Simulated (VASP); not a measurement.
Wanted: the native input for a VASP 6.6.1 run.

```yaml
Task: relaxation of cell and atoms
Functional: PBE
Potentials_or_basis: VASP PAW PBE potentials, release 64 (In_d, Ga_d, As)
Cutoff: 600 eV
k_mesh: 6 × 6 × 6
Occupations: gaussian, width 0.03 eV
Spin: no spin polarisation
Further_INCAR_settings: ALGO = Normal; EDIFF = 1e-06; IBRION = 2; EDIFFG = -0.01; NSW = 90; ISIF = 3
```

The structure of InGa3As4 lies in POSCAR:

```
InGa3As4
1.0
   -5.7492750000      5.7492750000      0.0000000000
   -5.7492750000      0.0000000000      5.7492750000
    0.0000000000      5.7492750000      5.7492750000
In Ga As
2 6 8
Direct
    0.0000000000      0.0000000000      0.0000000000
    0.5000000000      0.0000000000      0.0000000000
    0.0000000000      0.5000000000      0.0000000000
    0.0000000000      0.0000000000      0.5000000000
    0.5000000000      0.5000000000      0.0000000000
    0.5000000000      0.0000000000      0.5000000000
    0.0000000000      0.5000000000      0.5000000000
    0.5000000000      0.5000000000      0.5000000000
    0.8750000000      0.8750000000      0.3750000000
    0.3750000000      0.8750000000      0.3750000000
    0.8750000000      0.3750000000      0.3750000000
    0.8750000000      0.8750000000      0.8750000000
    0.3750000000      0.3750000000      0.3750000000
    0.3750000000      0.8750000000      0.8750000000
    0.8750000000      0.3750000000      0.8750000000
    0.3750000000      0.3750000000      0.8750000000
```

The cell was built by a generator and needn't be a form met in nature.

The input as run:

INCAR

```
SYSTEM = InGa3As4
PREC     = Accurate       ! precision mode
ENCUT    = 600            ! plane-wave cutoff, eV
EDIFF    = 1E-6           ! SCF threshold, eV
ISMEAR   = 0              ! smearing method
SIGMA    = 0.03           ! smearing width, eV
LREAL    = .False.        ! projectors in reciprocal space
LASPH    = .True.         ! aspherical terms in the spheres
NELM     = 80             ! most SCF steps
ALGO     = Normal         ! electronic algorithm
ISIF     = 3              ! what is computed and relaxed
LWAVE    = .False.        ! write WAVECAR
LCHARG   = .False.        ! write CHGCAR
GGA      = PE             ! functional
IBRION   = 2              ! ionic algorithm
NSW      = 90             ! ionic steps
EDIFFG   = -0.01          ! ionic threshold
KPAR     = 4
```

KPOINTS

```
Automatic mesh
0
Gamma
  6 6 6
  0 0 0
```

Potentials or basis: VASP PAW PBE potentials, release 64 (In_d, Ga_d, As).

Launch:

```console
$ cat potpaw_PBE.64/In_d/POTCAR potpaw_PBE.64/Ga_d/POTCAR potpaw_PBE.64/As/POTCAR > POTCAR
$ mpirun -np 4 vasp_std > vasp.out
```

It gave:

```json
{"Relaxed volume": "25.23 Å³/atom", "Relaxed cell": "a = 8.286 Å, b = 8.298 Å, c = 8.298 Å, α = 59.98°, β = 60.05°, γ = 60.05°", "Space group after relaxing (to 0.05 Å)": "Amm2 (No. 38)", "Energy gained by relaxing": "46.0 meV/atom", "Ionic steps": "10", "Pressure after relaxing": "0.0 GPa", "Largest force after relaxing": "0.008 eV/Å", "Band gap on the k mesh": "0.08 eV"}
```

Caveat: spin-orbit coupling is left out, which moves the levels of the heavy elements.

Run time: 110 min on 4 MPI ranks on AMD EPYC 7R13 Processor (Zen 3) (shared host), peak memory 1.8 GiB a rank.
